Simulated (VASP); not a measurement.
Level of theory: SCAN meta-GGA, VASP's PBE PAW potentials (set 64) (plane waves; VASP).

A VASP calculation is set up with these files.

File KPOINTS:
```
K-points
0
Gamma
 6 6 6
0 0 0
```

KPOINTS_OPT:
```
k-points along high-symmetry lines
10
Line-mode
Reciprocal
  0.000000   0.000000   0.000000 ! GAMMA
  0.000000   0.500000   0.000000 ! X

  0.000000   0.500000   0.000000 ! X
  0.500000   0.500000   0.000000 ! M

  0.500000   0.500000   0.000000 ! M
  0.000000   0.000000   0.000000 ! GAMMA

  0.000000   0.000000   0.000000 ! GAMMA
  0.500000   0.500000   0.500000 ! R

  0.500000   0.500000   0.500000 ! R
  0.000000   0.500000   0.000000 ! X

  0.500000   0.500000   0.500000 ! R
  0.500000   0.500000   0.000000 ! M
```

INCAR:
```
ALGO=Normal
EDIFF=1E-7
ENCUT=520
ISIF=2
ISMEAR=-5
LASPH=.TRUE.
LCHARG=.FALSE.
LEFG=.TRUE.
LMAXMIX=6
LMIXTAU=.TRUE.
LORBIT=11
LREAL=.FALSE.
LWAVE=.FALSE.
METAGGA=SCAN
NEDOS=601
NELM=100
PREC=Accurate
SYSTEM=BaHfO3
```

POSCAR:
```
BaHfO3
1
    4.1596141372     0.0000000000     0.0000000000
   -0.0000000000     4.1596141372     0.0000000000
   -0.0000000000    -0.0000000000     4.1596141372
Ba Hf O
1 1 3
Direct
  0.0000000000   0.0000000000   0.0000000000
  0.5000000000   0.5000000000   0.5000000000
  0.5000000000   0.0000000000   0.5000000000
  0.0000000000   0.5000000000   0.5000000000
  0.5000000000   0.5000000000   0.0000000000
```

POTCAR, in this order: Ba_sv Hf_pv O (PBE.64 set). Program: vasp_std.

What VASP printed:

### OUTCAR
```
 ion  position               nearest neighbor table
   1  0.000  0.000  0.000-   3 2.94   4 2.94   5 2.94   3 2.94   4 2.94   4 2.94   5 2.94   4 2.94
                             3 2.94   5 2.94   3 2.94   5 2.94   2 3.60   2 3.60   2 3.60   2 3.60
   2  0.500  0.500  0.500-   3 2.08   4 2.08   5 2.08   5 2.08   3 2.08   4 2.08   1 3.60   1 3.60
                             1 3.60   1 3.60   1 3.60   1 3.60   1 3.60   1 3.60
   3  0.500  0.000  0.500-   2 2.08   2 2.08   1 2.94   1 2.94   1 2.94   1 2.94
   4  0.000  0.500  0.500-   2 2.08   2 2.08   1 2.94   1 2.94   1 2.94   1 2.94
   5  0.500  0.500  0.000-   2 2.08   2 2.08   1 2.94   1 2.94   1 2.94   1 2.94
  LATTYP: Found a simple cubic cell.
 ALAT       =     4.1596141372
 Subroutine PRICEL returns:
 Original cell was already a primitive cell.
 Subroutine GETGRP returns: Found 48 space group operations
The static configuration has the point symmetry O_h .
The dynamic configuration has the point symmetry O_h .
 Subroutine INISYM returns: Found 48 space group operations
 Subroutine IBZKPT returns following result:
 Found     20 irreducible k-points:

 Following reciprocal coordinates:
            Coordinates               Weight
  0.000000  0.000000  0.000000      1.000000
  0.166667  0.000000  0.000000      6.000000
  0.333333  0.000000  0.000000      6.000000
  0.500000  0.000000  0.000000      3.000000
  0.166667  0.166667  0.000000     12.000000
  0.333333  0.166667  0.000000     24.000000
  0.500000  0.166667  0.000000     12.000000
  0.333333  0.333333  0.000000     12.000000
  0.500000  0.333333  0.000000     12.000000
  0.500000  0.500000  0.000000      3.000000
  0.166667  0.166667  0.166667      8.000000
  0.333333  0.166667  0.166667     24.000000
  0.500000  0.166667  0.166667     12.000000
  0.333333  0.333333  0.166667     24.000000
  0.500000  0.333333  0.166667     24.000000
  0.500000  0.500000  0.166667      6.000000
  0.333333  0.333333  0.333333      8.000000
  0.500000  0.333333  0.333333     12.000000
  0.500000  0.500000  0.333333      6.000000
...
```

### OSZICAR
```
       N       E                     dE             d eps       ncg     rms          rms(c)
DAV:   1     0.132994046411E+03    0.13299E+03   -0.22155E+04   920   0.165E+03
DAV:   2    -0.145673904961E+03   -0.27867E+03   -0.27528E+03  1185   0.361E+02
DAV:   3    -0.157931425219E+03   -0.12258E+02   -0.12237E+02  1190   0.764E+01
DAV:   4    -0.158117279723E+03   -0.18585E+00   -0.18582E+00  1298   0.874E+00
DAV:   5    -0.158120995126E+03   -0.37154E-02   -0.37151E-02  1240   0.881E-01    0.648E+01
DAV:   6    -0.138979029649E+03    0.19142E+02   -0.26411E+01  1060   0.325E+01    0.524E+01
DAV:   7    -0.139913342774E+03   -0.93431E+00   -0.51045E+00  1172   0.207E+01    0.232E+01
DAV:   8    -0.141297130280E+03   -0.13838E+01   -0.39647E+00  1189   0.166E+01    0.740E+00
DAV:   9    -0.138502507999E+03    0.27946E+01   -0.35570E+00   941   0.135E+01    0.673E+00
DAV:  10    -0.139123018422E+03   -0.62051E+00   -0.68115E-01  1365   0.515E+00    0.188E+00
DAV:  11    -0.139195791682E+03   -0.72773E-01   -0.14666E-02  1109   0.104E+00    0.172E+00
DAV:  12    -0.139398484047E+03   -0.20269E+00   -0.80828E-02  1025   0.226E+00    0.237E-01
DAV:  13    -0.139400877103E+03   -0.23931E-02   -0.12438E-03  1229   0.317E-01    0.201E-01
DAV:  14    -0.139405664031E+03   -0.47869E-02   -0.17551E-03  1025   0.484E-01    0.258E-01
DAV:  15    -0.139404735711E+03    0.92832E-03   -0.44821E-03  1004   0.704E-01    0.328E-01
DAV:  16    -0.139414930458E+03   -0.10195E-01   -0.58246E-03   948   0.886E-01    0.191E-01
DAV:  17    -0.139414983924E+03   -0.53466E-04   -0.16869E-04  1491   0.855E-02    0.198E-01
DAV:  18    -0.139414891564E+03    0.92360E-04   -0.47205E-06  1081   0.251E-02    0.185E-01
DAV:  19    -0.139415245309E+03   -0.35375E-03   -0.24175E-04  1004   0.184E-01    0.865E-02
DAV:  20    -0.139415251379E+03   -0.60694E-05   -0.14286E-05  1190   0.356E-02    0.890E-02
DAV:  21    -0.139415247034E+03    0.43450E-05   -0.62881E-06  1180   0.184E-02    0.493E-02
DAV:  22    -0.139415246773E+03    0.26045E-06   -0.21957E-06  1120   0.143E-02    0.214E-02
DAV:  23    -0.139415248139E+03   -0.13661E-05   -0.41138E-06  1032   0.238E-02    0.788E-03
DAV:  24    -0.139415248256E+03   -0.11646E-06   -0.60716E-07  1116   0.803E-03    0.270E-03
DAV:  25    -0.139415248231E+03    0.24972E-07   -0.36049E-08   726   0.160E-03
   1 F= -.13941525E+03 E0= -.13941525E+03  d E =0.000000E+00
       N       E                     dE             ncg
       N       E                     dE             ncg
       N       E                     dE             ncg
```

File OUTCAR:
```
------------------------ aborting loop because EDIFF is reached ----------------------------------------
  FORCE on cell =-STRESS in cart. coord.  units (eV):
  Direction    XX          YY          ZZ          XY          YZ          ZX
  --------------------------------------------------------------------------------------
  Total       -0.0176384     -0.0176384     -0.0176384      0.0000000     -0.0000000      0.0000000
  in kB       -0.3926556     -0.3926556     -0.3926556      0.0000000     -0.0000000      0.0000000
  external PRESSURE =      -0.3926556 kB  Pullay stress =       0.0000000 kB
  volume of cell :       71.97
      direct lattice vectors                 reciprocal lattice vectors
     4.159614137  0.000000000  0.000000000     0.240406914  0.000000000  0.000000000
     0.000000000  4.159614137  0.000000000     0.000000000  0.240406914  0.000000000
     0.000000000  0.000000000  4.159614137     0.000000000  0.000000000  0.240406914
 POSITION                                       TOTAL-FORCE (eV/Angst)
 -----------------------------------------------------------------------------------
      0.00000      0.00000      0.00000         0.000000      0.000000      0.000000
      2.07981      2.07981      2.07981         0.000000      0.000000      0.000000
      2.07981      0.00000      2.07981         0.000000      0.000000      0.000000
      0.00000      2.07981      2.07981         0.000000      0.000000      0.000000
      2.07981      2.07981      0.00000         0.000000      0.000000      0.000000
 -----------------------------------------------------------------------------------
    total drift:                                0.000000     -0.000000     -0.000000
  FREE ENERGIE OF THE ION-ELECTRON SYSTEM (eV)
  ---------------------------------------------------
  free  energy   TOTEN  =      -139.4152482308 eV

  energy  without entropy=     -139.4152482308  energy(sigma->0) =     -139.41524823

 total charge

# of ion       s       p       d       tot
------------------------------------------
    1        2.004   5.645   0.255   7.904
    2        0.306   6.738   1.501   8.546
    3        1.567   3.529   0.000   5.096
    4        1.567   3.529   0.000   5.096
    5        1.567   3.529   0.000   5.096
--------------------------------------------------
tot          7.011  22.971   1.756  31.739
```
(Selected blocks of OUTCAR.)

The compound is BaHfO3 in the cubic perovskite structure. It was relaxed first.
